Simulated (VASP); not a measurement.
# Be2CdS3 (Cmc2_1) in VASP: elastic constants with PBE

Aim: the elastic constants of Be2CdS3 with PBE.

Everything below comes from runs of VASP 6.6.1. Logs are shortened: lines on timing, memory, paths and dates and some standing lists are left out, and cuts for length are marked.

## Step 1: The crystal as given

It takes space group Cmc2_1 (No. 36, orthorhombic). The conventional cell has a = 11.047 Å, b = 6.387 Å, c = 5.976 Å, α = 90.00°, β = 90.00°, γ = 90.00°. Be (site symmetry 1) has 4 S at 2.12 to 2.14 Å as nearest neighbours. Around Cd (site symmetry m) lie 4 S at 2.55 to 2.57 Å. Around S (site symmetry 1) lie 3 Be at 2.12 to 2.14 Å. Around S (site symmetry m) lie 2 Be at 2.13 Å.

The cell was built by a generator and needn't be a form met in nature.

## Step 2: Elastic constants, PBE

POSCAR reads:

```
Be2CdS3
1.0
    5.5236600000     -3.1932600000      0.0000000000
    5.5236600000      3.1932600000      0.0000000000
    0.0000000000      0.0000000000      5.9756000000
Be Cd S
4 2 6
Direct
    0.4850280000      0.1684930000      0.0043390000
    0.8315070000      0.5149720000      0.0043390000
    0.5149720000      0.8315070000      0.5043390000
    0.1684930000      0.4850280000      0.5043390000
    0.1783380000      0.8216620000      0.9994580000
    0.8216620000      0.1783380000      0.4994580000
    0.5489620000      0.8367180000      0.8610820000
    0.1632820000      0.4510380000      0.8610820000
    0.7827390000      0.2172610000      0.9248950000
    0.4510380000      0.1632820000      0.3610820000
    0.8367180000      0.5489620000      0.3610820000
    0.2172610000      0.7827390000      0.4248950000
```

INCAR.step1 reads:

```
PREC = Accurate
ENCUT = 520
EDIFF = 1E-8
ISMEAR = 0
SIGMA = 0.03
LREAL = False
LASPH = True
NELM = 60
ALGO = Normal
ISIF = 3
LWAVE = False
LCHARG = False
GGA = PE
KPAR = 8
IBRION = 2
NSW = 40
EDIFFG = -0.002
```

INCAR.step2 reads:

```
PREC = Accurate
ENCUT = 520
EDIFF = 1E-8
ISMEAR = 0
SIGMA = 0.03
LREAL = False
LASPH = True
NELM = 60
ALGO = Normal
ISIF = 3
LWAVE = False
LCHARG = False
GGA = PE
KPAR = 8
IBRION = 6
NFREE = 2
POTIM = 0.015
NSW = 1
```

KPOINTS reads:

```
Automatic mesh
0
Gamma
  4 4 4
```

Potentials or basis: VASP PAW PBE potentials, release 64 (Be, Cd, S).

The run is started by

```sh
$ cat potpaw_PBE.64/Be/POTCAR potpaw_PBE.64/Cd/POTCAR potpaw_PBE.64/S/POTCAR > POTCAR
$ cp INCAR.step1 INCAR
$ mpirun -np 8 vasp_std > vasp.out
$ cp CONTCAR POSCAR
$ cp INCAR.step2 INCAR
$ mpirun -np 8 vasp_std > vasp.out
```

OUTCAR:

```text
PREC = Accurate
   ENCUT = 520
   EDIFF = 1E-8
   ISMEAR = 0
   LREAL = False
   LASPH = True
   NELM = 60
   ISIF = 3
   GGA = PE
   IBRION = 6
   NFREE = 2
   POTIM = 0.015
   NSW = 1

 ion  position               nearest neighbor table
   1  0.485  0.169  0.004-   8 2.12   7 2.13   9 2.13  10 2.14
   2  0.831  0.515  0.004-   7 2.12   8 2.13   9 2.13  11 2.14
   3  0.515  0.831  0.504-  11 2.12  10 2.13  12 2.13   7 2.14
   4  0.169  0.485  0.504-  10 2.12  11 2.13  12 2.13   8 2.14
   5  0.178  0.822  0.999-   7 2.55   8 2.55  12 2.55   9 2.56   6 3.76   6 3.76
   6  0.822  0.178  0.499-  10 2.55  11 2.55   9 2.55  12 2.56   5 3.76   5 3.76
   7  0.549  0.837  0.861-   2 2.12   1 2.13   3 2.14   5 2.55
   8  0.163  0.451  0.861-   1 2.12   2 2.13   4 2.14   5 2.55
   9  0.783  0.217  0.925-   1 2.13   2 2.13   6 2.55   5 2.56
  10  0.451  0.163  0.361-   4 2.12   3 2.13   1 2.14   6 2.55
  11  0.837  0.549  0.361-   3 2.12   4 2.13   2 2.14   6 2.55
  12  0.217  0.783  0.425-   3 2.13   4 2.13   5 2.55   6 2.56

  LATTYP: Found a base centered orthorhombic cell.
 ALAT       =     6.3857979917
 B/A-ratio  =     1.7301023672
 C/A-ratio  =     0.9357835436

  Lattice vectors:

 A1 = (  -5.5240421108,  -3.1928989958,   0.0000000000)
 A2 = (   5.5240421108,  -3.1928989958,   0.0000000000)
 A3 = (   0.0000000000,   0.0000000000,   5.9757246735)

Analysis of symmetry for initial positions (statically):
=====================================================================
 Subroutine PRICEL returns:
 Original cell was already a primitive cell.

 Routine SETGRP: Setting up the symmetry group for a
 base centered orthorhombic supercell.

 Subroutine GETGRP returns: Found  4 space group operations
 (whereof  2 operations were pure point group operations)
 out of a pool of  8 trial point group operations.

The static configuration has the point symmetry C_1h.
 The point group associated with its full space group is C_2v.

Analysis of symmetry for dynamics (positions and initial velocities):
=====================================================================
 Subroutine PRICEL returns:
 Original cell was already a primitive cell.

 Routine SETGRP: Setting up the symmetry group for a
 base centered orthorhombic supercell.

 Subroutine GETGRP returns: Found  4 space group operations
 (whereof  2 operations were pure point group operations)
 out of a pool of  8 trial point group operations.

The dynamic configuration has the point symmetry C_1h.
 The point group associated with its full space group is C_2v.

 Subroutine INISYM returns: Found  4 space group operations
 (whereof  2 operations are pure point group operations),
 and found     1 'primitive' translations

----------------------------------------------------------------------------------------

                                     Primitive cell

  volume of cell :     210.7962

  direct lattice vectors                    reciprocal lattice vectors
     5.524042111 -3.192898996  0.000000000     0.090513430 -0.156597500  0.000000000
     5.524042111  3.192898996  0.000000000     0.090513430  0.156597500  0.000000000
     0.000000000  0.000000000  5.975724673     0.000000000  0.000000000  0.167343721

  length of vectors
     6.380411056  6.380411056  5.975724673     0.180874150  0.180874150  0.167343721

  position of ions in fractional coordinates (direct lattice)
     0.485039210  0.168501188  0.004376402
     0.831498812  0.514960790  0.004376402
     0.514960790  0.831498812  0.504376402
     0.168501188  0.485039210  0.504376402
     0.178342046  0.821657954  0.999355859
     0.821657954  0.178342046  0.499355859
     0.548974919  0.836700734  0.861112578
     0.163299266  0.451025081  0.861112578
     0.782779120  0.217220880  0.924861181
     0.451025081  0.163299266  0.361112578
     0.836700734  0.548974919  0.361112578
     0.217220880  0.782779120  0.424861181

  ion indices of the primitive-cell ions
   primitive index   ion index
                 1           1
                 2           2
                 3           3
                 4           4
                 5           5
                 6           6
                 7           7
                 8           8
                 9           9
                10          10
                11          11
                12          12
[... 74 lines left out ...]
   ISIF   =      3    stress and relaxation
   ISYM   =      2    0-nonsym 1-usesym 2-fastsym
   POTIM  = 0.0150    time-step for ionic-motion
   TEBEG  =    0.0;   TEEND  =   0.0 temperature during run
   PSTRESS=    0.0 pullay stress
   NELECT =      68.0000    total number of electrons
   NUPDOWN=      -1.0000    fix difference up-down
   EMIN   =  10.00;   EMAX   =-10.00  energy-range for DOS
   EFERMI =   0.00;   METHOD = LEGACY
   ISMEAR =     0;   SIGMA  =   0.03  broadening in eV -4-tet -1-fermi 0-gaus
   EFERMI_NEDOS =   21; number of points for ismear=-14 and -15
   IALGO  =     38    algorithm
   IMIX   =      4    mixing-type and parameters
     AMIX     =   0.40;   BMIX     =  1.00
     AMIX_MAG =   1.60;   BMIX_MAG =  1.00
  volume/ion in A,a.u.               =      17.57       118.54
  Fermi-wavevector in a.u.,A,eV,Ry     =   1.122769  2.121725 17.151628  1.260609
  Thomas-Fermi vector in A             =   2.259431
   LORBIT       =      0    0 simple, 1 ext, 2 COOP (PROOUT), +10 PAW based schemes
   GGA     = PE    functional components
   LHFCALC =     F    Hartree Fock is set to
   AEXX    =    0.0000 exact exchange contribution
   IVDW    =     0    specifies the selected vdW correction
   LEPSILON=     F    determine dielectric tensor
   LRPA    =     F    only Hartree local field effects (RPA)
 finite differences with symmetry
 non-spin polarized calculation
 Gauss-broadening in eV      SIGMA  =   0.03
  energy-cutoff  :      520.00
  volume of cell :      210.80
 maximum number of plane-waves:      5710
   NGX = 23   NGY = 23   NGZ = 23

--------------------------------------- Ionic step        1  -------------------------------------------

 number of electron      68.0000007 magnetization

 Free energy of the ion-electron system (eV)
  ---------------------------------------------------
  ext. energy  EPLUGINS =         0.00000000
  ---------------------------------------------------
  free energy    TOTEN  =       -51.94258033 eV

  energy without entropy =      -51.94258033  energy(sigma->0) =      -51.94258033

------------------------ aborting loop because EDIFF is reached ----------------------------------------

  FORCE on cell =-STRESS in cart. coord.  units (eV):
  Direction    XX          YY          ZZ          XY          YZ          ZX
  --------------------------------------------------------------------------------------
  -------------------------------------------------------------------------------------
  Total       -0.0026907      0.0080392     -0.0057691      0.0000000      0.0000000      0.0000000
  in kB       -0.0204507      0.0611030     -0.0438488      0.0000000      0.0000000      0.0000000
  external PRESSURE =      -0.0010655 kB  Pullay stress =       0.0000000 kB
[... 119 lines left out ...]
  FREE ENERGIE OF THE ION-ELECTRON SYSTEM (eV)
  ---------------------------------------------------
  free  energy   TOTEN  =       -51.9177733832 eV

  energy  without entropy=      -51.9177733832  energy(sigma->0) =      -51.91777338

[... ionic steps 4 to 34 ...]

--------------------------------------- Ionic step       35  -------------------------------------------

 number of electron      68.0000006 magnetization

------------------------ aborting loop because EDIFF is reached ----------------------------------------
[... 87 lines left out ...]
--------------------------------------- Ionic step       37  -------------------------------------------

 number of electron      68.0000006 magnetization

 Free energy of the ion-electron system (eV)
  ---------------------------------------------------
  ext. energy  EPLUGINS =         0.00000000
  ---------------------------------------------------
  free energy    TOTEN  =       -51.94167806 eV

  energy without entropy =      -51.94167806  energy(sigma->0) =      -51.94167806

 E-fermi :   3.0314     XC(G=0):  -9.5974

 val. band max:        2.8793434279   @ k =   0.0000   0.0000   0.0000
 cond. band min:       5.9486785764   @ k =   0.0000   0.0000   0.0000
 fundamental gap:      3.0693351485
 Fermi energy:         3.0313784777

 k-point     1 :       0.0000    0.0000    0.0000
  band No.  band energies     occupation
      1     -10.1862      2.00000
      2      -9.0771      2.00000
      3      -8.7337      2.00000
      4      -8.7179      2.00000
      5      -8.6965      2.00000
      6      -8.6932      2.00000
[... 1084 lines left out ...]
  FREE ENERGIE OF THE ION-ELECTRON SYSTEM (eV)
  ---------------------------------------------------
  free  energy   TOTEN  =       -51.9416780580 eV

  energy  without entropy=      -51.9416780580  energy(sigma->0) =      -51.94167806

 INTERNAL STRAIN TENSORS FROM STRAINED CELLS
 ============================================

 INTERNAL STRAIN TENSOR FOR ION    1 for displacements in x,y,z  (eV/Angst):
          X           Y           Z          XY          YZ          ZX
  --------------------------------------------------------------------------------
  x     1.05645    -0.85708    -0.27196    -2.50402     0.07766    -1.96489
  y    -2.62309     2.59239     0.08161    -0.92169    -2.49594    -0.29026
  z    -1.85360    -2.31088     2.95852    -0.11717     0.26019    -0.86612

 INTERNAL STRAIN TENSORS FROM DISPLACED ATOMS
 ============================================

 INTERNAL STRAIN TENSOR FOR ION    1 for displacements in x,y,z  (eV/Angst):
          X           Y           Z          XY          YZ          ZX
  --------------------------------------------------------------------------------
  x     1.05547    -0.85090    -0.26606    -2.51474     0.07672    -1.96917
  y    -2.61204     2.57795     0.08092    -0.92760    -2.50242    -0.29290
  z    -1.85699    -2.30644     2.93727    -0.11672     0.26180    -0.87207
[... 8 lines left out ...]
 INTERNAL STRAIN TENSOR FOR ION   12 for displacements in x,y,z  (eV/Angst):
          X           Y           Z          XY          YZ          ZX
  --------------------------------------------------------------------------------
  x     0.00000     0.00000     0.00000    -4.74906     0.00000     1.59724
  y    -4.94696     6.57215     1.35522     0.00000     1.42679     0.00000
  z     2.30852     1.34497    -6.82138     0.00000     0.21605     0.00000

 Eigenvectors and eigenvalues of the dynamical matrix
   1 f  =   16.202845 THz   101.805475 2PiTHz  540.468718 cm-1    67.009551 meV
   2 f  =   16.085095 THz   101.065635 2PiTHz  536.541029 cm-1    66.522579 meV
   3 f  =   15.937626 THz   100.139057 2PiTHz  531.621975 cm-1    65.912695 meV
   4 f  =   15.910202 THz    99.966748 2PiTHz  530.707216 cm-1    65.799279 meV
   5 f  =   15.499055 THz    97.383432 2PiTHz  516.992810 cm-1    64.098910 meV
   6 f  =   15.181749 THz    95.389745 2PiTHz  506.408651 cm-1    62.786642 meV
[... 25 lines left out ...]
  32 f  =    2.187146 THz    13.742244 2PiTHz   72.955339 cm-1     9.045305 meV
  33 f  =    2.167993 THz    13.621905 2PiTHz   72.316478 cm-1     8.966097 meV
  34 f/i=    0.002679 THz     0.016835 2PiTHz    0.089372 cm-1     0.011081 meV
  35 f/i=    0.002801 THz     0.017597 2PiTHz    0.093422 cm-1     0.011583 meV
  36 f/i=    0.011549 THz     0.072563 2PiTHz    0.385226 cm-1     0.047762 meV

 ELASTIC MODULI CONTR FROM IONIC RELAXATION (kBar)
 Direction    XX          YY          ZZ          XY          YZ          ZX
 --------------------------------------------------------------------------------
 XX        -250.5530    111.3253     95.5359     -0.0000     -0.0000     -0.0000
 YY         111.3253   -222.9838     99.5119     -0.0000      0.0000      0.0000
 ZZ          95.5359     99.5119   -269.2428      0.0000      0.0000     -0.0000
 XY          -0.0000     -0.0000      0.0000   -169.2854      0.0000     -0.0000
 YZ          -0.0000      0.0000      0.0000      0.0000    -54.7573      0.0000
 ZX          -0.0000      0.0000     -0.0000     -0.0000      0.0000    -69.5838
 --------------------------------------------------------------------------------

 TOTAL ELASTIC MODULI (kBar)
 Direction    XX          YY          ZZ          XY          YZ          ZX
 --------------------------------------------------------------------------------
 XX        1366.2817    536.2543    422.2723     -0.0000     -0.0000     -0.0000
 YY         536.2543   1405.9980    403.3781     -0.0000      0.0000      0.0000
 ZZ         422.2723    403.3781   1484.6081      0.0000      0.0000     -0.0000
 XY          -0.0000     -0.0000      0.0000    400.9187      0.0000     -0.0000
 YZ          -0.0000      0.0000      0.0000      0.0000    376.6433      0.0000
 ZX          -0.0000      0.0000     -0.0000     -0.0000      0.0000    351.2224
 --------------------------------------------------------------------------------
```

It took 19 min on 8 MPI ranks of Intel Xeon Platinum 8488C (Sapphire Rapids), shared host; peak memory 0.69 GiB.

What came out:

- Voigt bulk modulus: 78 GPa
- Highest phonon frequency at Γ, LO-TO splitting left out: 540 cm⁻¹

Phonon frequencies in cm⁻¹ (negative: imaginary):
```csv
q point,frequencies
"(0.000, 0.000, 0.000)",0 0 0 72 73 87 116 131 141 190 193 247 248 250 252 271 276 279 280 306 311 316 318 339 472 475 478 486 496 496 506 517 531 532 537 540
```

Elastic tensor in Voigt notation (GPa, in the Cartesian axes of the cell as first typed):
```
137  54  42   0   0   0
 54 141  40   0   0   0
 42  40 148   0   0   0
  0   0   0  38   0   0
  0   0   0   0  35   0
  0   0   0   0   0  40
```

Clamped-ion elastic tensor (GPa):
```
162  42  33   0   0   0
 42 163  30   0   0   0
 33  30 175   0   0   0
  0   0   0  43   0   0
  0   0   0   0  42   0
  0   0   0   0   0  57
```
